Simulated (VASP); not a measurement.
Given:

```
ZnO
1.0
    1.63709    -2.83552     0.00000
    1.63709     2.83552     0.00000
    0.00000     0.00000     5.28673
Zn O
2 2
Direct
  0.66667   0.33333   0.50164
  0.33333   0.66667   0.00164
  0.66667   0.33333   0.88036
  0.33333   0.66667   0.38036
```

The numbers are results of AM05 GGA, VASP's PBE PAW potentials (set 64) (plane waves; VASP), not measurements. Numerical set-up: 520 eV cut-off, 8×8×4 Γ-centred mesh, Gaussian smearing of 0.050 eV, potentials Zn O.

Task: Give the stress tensor in GPa (positive for a compressed cell).

Result: 
```
-3.80   0.00   0.00
 0.00  -3.80   0.00
 0.00   0.00  -3.75
```
The pressure is its mean diagonal, -3.78 GPa.

The compound is ZnO in the wurtzite structure. This cell is one point of a volume scan, at 1.03 of the reference volume.
